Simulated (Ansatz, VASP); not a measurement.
# Cross-check of NaB between VASP and Ansatz, part 2 of 2

Wanted: the spread between two codes on one cell, functional and k mesh. The cell is taken from a series of runs on this material, whose earlier steps may have relaxed, scaled, displaced or heated it; both programs get it as it stands.

VASP 6.6.1 and Ansatz 0.2.0.

So far: The structure; Ansatz: relaxation of cell and atoms, PBEsol, pair 1; VASP: relaxation of cell and atoms, PBEsol, pair 1; Differences.

### 5. VASP: relaxation of cell and atoms, PBEsol, pair 2

Level of this step: PBEsol; plane waves and PAW (Na_pv, B) (VASP).

The relaxed volume is the usual yardstick between codes: in a stiff, nearly cubic crystal its relative difference is about their pressure difference at one cell divided by the bulk modulus. This pair takes another cell of the material, with 8 atoms against 2 for the pair before.

The input, INCAR:

```
SYSTEM = NaB
PREC = Accurate
ENCUT = 500
EDIFF = 1E-07
NELM = 120
ISMEAR = 1
SIGMA = 0.15
LREAL = .FALSE.
ALGO = Normal
GGA = PS
NBANDS = 28
LORBIT = 11
LWAVE = .FALSE.
LCHARG = .FALSE.
ISIF = 3
IBRION = 2
NSW = 80
EDIFFG = -0.005
LASPH = .TRUE.
GGA_COMPAT = .FALSE.
NELMIN = 4
KPAR = 2
```

The input, POSCAR:

```
NaB
1.0
    0.0000000000      4.2649290000      5.1600950000
    3.1217860000      0.0000000000      5.1600950000
    3.1217860000      4.2649290000      0.0000000000
Na B
4 4
Direct
    0.4396336477      0.0603662554      0.4396337446
    0.0603662554      0.4396336477      0.0603663523
    0.8103661280      0.1896338720      0.8103661280
    0.1896337547      0.8103662453      0.1896337547
    0.6269242991      0.3730757009      0.3730757009
    0.3730758611      0.6269241389      0.6269241389
    0.8769241920      0.6230757111      0.6230756907
    0.6230757540      0.8769241491      0.8769241288
```

The input, KPOINTS:

```
Automatic mesh
0
Gamma
8 8 8
0 0 0
```

The projector-augmented-wave data sets are Na_pv and B (PBE family, release 64).

Started as:

```console
$ mpirun -np 2 vasp_std
```

Numbers of over 12 decimals in the logs are rounded to 6 here.

Output:

```text
[banner, memory and clock lines left out]
running    2 mpi-ranks, on    1 nodes
[...]
[... a notice as in an earlier step ...]

 LDA part: xc-table for (Slater+PW92), standard interpolation
 POSCAR, INCAR and KPOINTS ok, starting setup
[...]
entering main loop
       N       E                     dE             d eps       ncg     rms          rms(c)
DAV:   1     0.338815579257E+03    0.33882E+03   -0.19786E+04  5320   0.148E+03
DAV:   2     0.208310131818E+01   -0.33673E+03   -0.32969E+03  5380   0.399E+02
DAV:   3    -0.264167958099E+02   -0.28500E+02   -0.27998E+02  6804   0.126E+02
DAV:   4    -0.273209282407E+02   -0.90413E+00   -0.89651E+00  6020   0.207E+01
[...]
DAV:  12    -0.250964732621E+02    0.15414E-04   -0.58535E-05  5868   0.279E-02    0.489E-03
DAV:  13    -0.250964734443E+02   -0.18216E-06   -0.37334E-06  5412   0.691E-03    0.126E-03
DAV:  14    -0.250964734436E+02    0.69531E-09   -0.17616E-07  5080   0.238E-03
   1 F= -.25096473E+02 E0= -.25097302E+02  d E =-.250965E+02
[...]
DAV:   4    -0.250963766246E+02    0.32721E-05   -0.15678E-05  6420   0.340E-02    0.504E-03
DAV:   5    -0.250963756782E+02    0.94636E-06   -0.82659E-07  5540   0.641E-03    0.728E-04
DAV:   6    -0.250963756650E+02    0.13244E-07   -0.90580E-08  3088   0.317E-03
   2 F= -.25096376E+02 E0= -.25097178E+02  d E =0.977786E-04
 trial-energy change:    0.000098  1 .order    0.000097   -0.000311    0.000504
 step:   0.3796(harm=  0.3813)  dis= 0.00061  next Energy=   -25.096532 (dE=-0.590E-04)
[...]
N       E                     dE             d eps       ncg     rms          rms(c)
DAV:   1    -0.250966152134E+02   -0.23954E-03   -0.68996E-03  5532   0.816E-01    0.675E-02
DAV:   2    -0.250965568198E+02    0.58394E-04   -0.26745E-04  6636   0.155E-01    0.351E-02
DAV:   3    -0.250965339973E+02    0.22823E-04   -0.52427E-05  6720   0.769E-02    0.635E-03
DAV:   4    -0.250965325462E+02    0.14511E-05   -0.60053E-06  6428   0.210E-02    0.313E-03
DAV:   5    -0.250965322368E+02    0.30940E-06   -0.31604E-07  5212   0.397E-03    0.453E-04
DAV:   6    -0.250965322217E+02    0.15139E-07   -0.35438E-08  2864   0.201E-03
   3 F= -.25096532E+02 E0= -.25097351E+02  d E =-.587781E-04
[...]
reached required accuracy - stopping structural energy minimisation
```

From OUTCAR (step 5):

```text
  Total        0.0024074      0.0343608      0.0240737      0.0000000      0.0000000      0.0000000
  in kB        0.0280591      0.4004837      0.2805851      0.0000000      0.0000000      0.0000000
  external PRESSURE =       0.2363760 kB  Pullay stress =       0.0000000 kB

 POSITION                                       TOTAL-FORCE (eV/Angst)
 -----------------------------------------------------------------------------------
      1.56131      3.75035      2.58021         0.000000     -0.001935      0.000000
      1.56131      0.51500      2.58021         0.000000      0.001935      0.000000
      3.12262      6.91303      5.16042        -0.000000      0.001935      0.000000
      3.12262      1.61767      5.16042        -0.000000     -0.001935      0.000000
      2.32934      4.26535      5.16042         0.001931      0.000000     -0.000000
      3.91590      4.26535      5.16042        -0.001931      0.000000     -0.000000
      3.89065      6.39803      7.74062         0.001931      0.000000      0.000000
      5.47721      6.39803      7.74062        -0.001931      0.000000      0.000000
 -----------------------------------------------------------------------------------
    total drift:                                0.000094      0.000634      0.000335

  FREE ENERGIE OF THE ION-ELECTRON SYSTEM (eV)
  ---------------------------------------------------
  free  energy   TOTEN  =       -25.0965322217 eV

  energy  without entropy=      -25.0989872374  energy(sigma->0) =      -25.09735056

[... 1 part as in an earlier step ...]

[... 3 further parts left out ...]
[key lines of the parts left out:]
E-fermi :   1.0230
```

The run keeps the 8 symmetry operations of its start, so it cannot find a distortion of lower symmetry.

### 6. Ansatz: relaxation of cell and atoms, PBEsol, pair 2

The same cell, functional, mesh and smearing now go to Ansatz, which takes its cutoff from its data sets.

The cell is taken from a series of runs on this material, whose earlier steps may have relaxed, scaled, displaced or heated it; both programs get it as it stands.

The input, input.yaml:

```yaml
crystal:
  lattice:
    - [0.0, 4.2649285564, 5.1600948122]
    - [3.121785867, 0.0, 5.1600948122]
    - [3.121785867, 4.2649285564, 0.0]
  atoms:
    - { symbol: Na, position: [0.4396337445, 0.0603662555, 0.4396337445] }
    - { symbol: Na, position: [0.0603662555, 0.4396337445, 0.0603662555] }
    - { symbol: Na, position: [0.8103662555, 0.1896337445, 0.8103662555] }
    - { symbol: Na, position: [0.1896337445, 0.8103662555, 0.1896337445] }
    - { symbol: B, position: [0.6269242413, 0.3730757587, 0.3730757587] }
    - { symbol: B, position: [0.3730757587, 0.6269242413, 0.6269242413] }
    - { symbol: B, position: [0.8769242413, 0.6230757587, 0.6230757587] }
    - { symbol: B, position: [0.6230757587, 0.8769242413, 0.8769242413] }
kpoints:
  mp_grid: { grid: [8, 8, 8] }
hamiltonian:
  xc: pbesol
scf:
  occupations: { method: methfessel_paxton, width: 0.15 }
output:
  forces: true
  stress: true
  eigenvalues: true
relax:
  adjacent_minimum: "off"
  f_tol: 0.001
  max_steps: 60
  cell: { stress_tol: 0.01 }
```

Started as:

```console
$ ansatz run input.yaml --threads 4 --pin off --max-ram 7168MiB --backend cpu --events-out ev --progress --plain --runs-dir out
```

Output:

```text
[...]
Crystal: 8 atoms, lattice volume = 137.405 Å³
Basis set: ecut = 420 eV, 2677 PW (Γ), exchange–correlation on 90×90×72 points (8 copies of the dense FFT grid, shifted against one another)
Bands: 32, of which v1, the nominal top of the filled ones, is band 24 counted from 1 (23 counted from 0)
Symmetry: 8 space group operations
[...]
k-points: 95 of 512
[...]
- { symbol: Na, position: [0.060366, 0.439634, 0.060366] }
    - { symbol: Na, position: [0.810366, 0.189634, 0.8103662555] }
    - { symbol: Na, position: [0.189634, 0.8103662555, 0.189634] }
    - { symbol: B, position: [0.626924, 0.3730757587, 0.373076] }
    - { symbol: B, position: [0.373076, 0.6269242413, 0.6269242413] }
    - { symbol: B, position: [0.876924, 0.6230757587, 0.623076] }
    - { symbol: B, position: [0.623076, 0.8769242413, 0.876924] }
[key lines of the parts left out:]
SCF converged after 6 iterations
Free energy (F): -6505.499296 eV
Fermi energy:    3.210470 eV
P = ⅓ Tr σ = 0.0009 GPa (0.009 kbar)
```

### 7. Side by side

What differs besides the data sets and the points named for the pairs above, as far as they apply: the data sets hold 48 valence electrons in Ansatz (on its default PAW (the set named soft_2) files) and 40 in VASP. Total energies have different zeros and are not compared.

Compared:

| quantity | Ansatz | VASP | difference |
| --- | --- | --- | --- |
| volume (Å³) | 137.41 | 137.46 | -0.04 % |
| edge a after relaxation, in the typed setting (Å) | 6.694 | 6.695 | -0.01 % |
| edge b after relaxation, in the typed setting (Å) | 6.031 | 6.032 | -0.01 % |
| edge c after relaxation, in the typed setting (Å) | 5.285 | 5.286 | -0.02 % |

### 8. Ansatz: relaxation of cell and atoms, PBEsol, pair 3

The relaxed volume is the usual yardstick between codes: in a stiff, nearly cubic crystal its relative difference is about their pressure difference at one cell divided by the bulk modulus. This pair takes another cell of the material, with 4 atoms against 8 for the pair before.

The cell is taken from a series of runs on this material, whose earlier steps may have relaxed, scaled, displaced or heated it; both programs get it as it stands.

input.yaml, the sections that differ from step 6:

```yaml
crystal:
  lattice:
    - [2.7366384855, 0.0, 0.0]
    - [0.0, 2.7366384855, 0.0]
    - [0.0, 0.0, 7.9091395193]
  atoms:
    - { symbol: Na, position: [0.0, 0.5, 0.3036572828] }
    - { symbol: Na, position: [0.5, 0.0, 0.6963427172] }
    - { symbol: B, position: [0.0, 0.5, 0.9857789117] }
    - { symbol: B, position: [0.5, 0.0, 0.0142210883] }
kpoints:
  mp_grid: { grid: [14, 14, 6] }
# hamiltonian, scf, output, relax: as in step 6
```

Output:

```text
[...]
Crystal: 4 atoms, lattice volume = 59.233 Å³
Basis set: ecut = 420 eV, 1167 PW (Γ), exchange–correlation on 40×40×108 points (8 copies of the dense FFT grid, shifted against one another)
Bands: 16, of which v1, the nominal top of the filled ones, is band 12 counted from 1 (11 counted from 0)
Symmetry: 16 space group operations
[...]
k-points: 144 of 1176
[...]
--- Relaxed structure (5 steps of the walk, 5 accepted, 1 SCFs on fresh bases) ---
[...]
cell:  # Å, volume = 59.5096 Å³
    - [2.739523, 0, 0]
    - [0, 2.739523, 0]
    - [0, 0, 7.929346]
  atoms:
    - { symbol: Na, position: [0, 0.5, 0.305136] }
    - { symbol: Na, position: [0.5, 0, 0.694864] }
    - { symbol: B, position: [0, 0.5, 0.987353] }
    - { symbol: B, position: [0.5, 0, 0.012647] }
[key lines of the parts left out:]
SCF converged after 6 iterations
Free energy (F): -3253.386629 eV
Fermi energy:    5.678065 eV
P = ⅓ Tr σ = 0.0030 GPa (0.030 kbar)
```

### 9. VASP: relaxation of cell and atoms, PBEsol, pair 3

The same cell, functional, mesh and smearing now go to VASP, with its own data sets.

INCAR: that of step 5 with these lines changed.

```diff
@@ -10,3 +10,3 @@
 GGA = PS
-NBANDS = 28
+NBANDS = 16
 LORBIT = 11
```

The input, POSCAR:

```
NaB
1.0
    2.7366380000      0.0000000000      0.0000000000
    0.0000000000      2.7366380000      0.0000000000
    0.0000000000      0.0000000000      7.9091400000
Na B
2 2
Direct
    0.0000000000      0.5000000000      0.3036572876
    0.5000000000      0.0000000000      0.6963427124
    0.0000000000      0.5000000000      0.9857788584
    0.5000000000      0.0000000000      0.0142211416
```

The input, KPOINTS:

```
Automatic mesh
0
Gamma
14 14 6
0 0 0
```

Started as:

```console
$ mpirun -np 2 vasp_std
```

Output:

```text
[banner, memory and clock lines left out]
running    2 mpi-ranks, on    1 nodes
[...]
[... a notice as in an earlier step ...]

 LDA part: xc-table for (Slater+PW92), standard interpolation
 POSCAR, INCAR and KPOINTS ok, starting setup
[...]
entering main loop
       N       E                     dE             d eps       ncg     rms          rms(c)
DAV:   1     0.135585129215E+03    0.13559E+03   -0.10489E+04  4608   0.135E+03
DAV:   2    -0.735531489157E+01   -0.14294E+03   -0.13979E+03  5128   0.350E+02
DAV:   3    -0.149269726822E+02   -0.75717E+01   -0.74205E+01  6072   0.807E+01
DAV:   4    -0.150212527789E+02   -0.94280E-01   -0.94215E-01  5376   0.101E+01
[...]
DAV:  11    -0.131865782240E+02    0.12089E-05   -0.49520E-06  5656   0.184E-02    0.472E-03
DAV:  12    -0.131865784523E+02   -0.22826E-06   -0.84778E-07  6064   0.881E-03    0.766E-04
DAV:  13    -0.131865784492E+02    0.30518E-08   -0.47123E-08  3304   0.323E-03
   1 F= -.13186578E+02 E0= -.13186696E+02  d E =-.131866E+02
[... from here on, the cycles between the ionic steps are left out ...]
   2 F= -.13187465E+02 E0= -.13187555E+02  d E =-.886562E-03
   3 F= -.13187980E+02 E0= -.13188004E+02  d E =-.140146E-02
   4 F= -.13188283E+02 E0= -.13188260E+02  d E =-.303389E-03
   5 F= -.13188314E+02 E0= -.13188270E+02  d E =-.334399E-03
   6 F= -.13188343E+02 E0= -.13188303E+02  d E =-.286087E-04
   7 F= -.13188358E+02 E0= -.13188322E+02  d E =-.438969E-04
   8 F= -.13188360E+02 E0= -.13188326E+02  d E =-.460313E-04
   9 F= -.13188377E+02 E0= -.13188345E+02  d E =-.166144E-04
  10 F= -.13188377E+02 E0= -.13188346E+02  d E =-.170993E-04
  11 F= -.13188388E+02 E0= -.13188357E+02  d E =-.104826E-04
 trial-energy change:   -0.000010  1 .order   -0.000011   -0.000020   -0.000001
 step:   1.4264(harm=  1.4264)  dis= 0.00076  next Energy=   -13.188388 (dE=-0.107E-04)
 reached required accuracy - stopping structural energy minimisation
```

OUTCAR, selected parts (step 9):

```text
  Total       -0.0114849     -0.0114849      0.0006793      0.0000000      0.0000000      0.0000000
  in kB       -0.3086460     -0.3086460      0.0182550      0.0000000      0.0000000      0.0000000
  external PRESSURE =      -0.1996790 kB  Pullay stress =       0.0000000 kB

 POSITION                                       TOTAL-FORCE (eV/Angst)
 -----------------------------------------------------------------------------------
      2.74089      1.37045      2.42284         0.000000      0.000000      0.000887
      1.37045      0.00000      5.51300        -0.000000      0.000000     -0.000887
      0.00000      1.37045      7.83579        -0.000000      0.000000     -0.001168
      1.37045      2.74089      0.10005         0.000000     -0.000000      0.001168
 -----------------------------------------------------------------------------------
    total drift:                               -0.000000     -0.000000      0.000000

  FREE ENERGIE OF THE ION-ELECTRON SYSTEM (eV)
  ---------------------------------------------------
  free  energy   TOTEN  =       -13.1883879196 eV

  energy  without entropy=      -13.1882965988  energy(sigma->0) =      -13.18835748

[... 1 part as in an earlier step ...]

[... 3 further parts left out ...]
[key lines of the parts left out:]
E-fermi :   3.1437
```

### 10. Differences

What differs besides the data sets and the points named for the pairs above, as far as they apply: the data sets hold 24 valence electrons in Ansatz (on its default PAW (the set named soft_2) files) and 20 in VASP. Total energies have different zeros and are not compared.

The two programs side by side:

| quantity | Ansatz | VASP | difference |
| --- | --- | --- | --- |
| volume (Å³) | 59.51 | 59.62 | -0.18 % |
| edge a after relaxation, in the typed setting (Å) | 2.740 | 2.741 | -0.05 % |
| edge c after relaxation, in the typed setting (Å) | 7.929 | 7.936 | -0.08 % |

### 11. Summary of results

* difference in volume (relaxation of cell and atoms, PBEsol, pair 1): -0.078 %
* difference in volume (relaxation of cell and atoms, PBEsol, pair 2): -0.043 %
* difference in volume (relaxation of cell and atoms, PBEsol, pair 3): -0.18 %

What this shows: The difference in volume is -0.18 % (relaxation of cell and atoms, PBEsol, pair 3), within the 1.2 % picked in this series as the mark of a large difference, as far as the stopping tolerances let one tell. The data sets hold unlike numbers of valence electrons (12 in Ansatz and 10 in VASP, 48 in Ansatz and 40 in VASP and 24 in Ansatz and 20 in VASP), so part of the differences comes from the potentials. 2 further runs of this series are not shown here. How closely two codes agree says nothing of how well the functional describes the real material.

[Lines on the potential files, build, host, timing and source positions are cut from VASP's logs without a mark.]

[Logs are printed without paths, hosts, clocks, repeated set-up lines and the standing remarks that a program may print on its own settings, such as how far it seeks lower states.]

[Hosts, paths, dates, database ids (printed as entryN), source tags and the programs' standing remarks are cut or masked in the printed files.]
